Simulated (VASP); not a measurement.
Consider the following.

```yaml
crystal:
  lattice:
    - [3.07807, 0.00000, 0.00000]
    - [-1.53904, 2.66569, 0.00000]
    - [0.00000, 0.00000, 5.04894]
  atoms:
    - { symbol: Si, position: [0.33333, 0.66667, 0.99954] }
    - { symbol: Si, position: [0.66667, 0.33333, 0.49954] }
    - { symbol: C, position: [0.33333, 0.66667, 0.37546] }
    - { symbol: C, position: [0.66667, 0.33333, 0.87546] }
```

Level of theory: PBEsol GGA, VASP's PBE PAW potentials (set 64) (plane waves; VASP 6.6.1). Run with 620 eV cut-off, 8×8×5 Γ-centred mesh, Gaussian smearing of 0.050 eV, potentials Si C.

Task: Predict the energy per atom (σ→0).

Result: 
| Quantity | Result |
|---|---|
| energy per atom (σ→0) | -7.956 eV/atom |

The structure was generated: SiC was put into the wurtzite type (P6_3mc), which need not be its known phase. It was relaxed first.
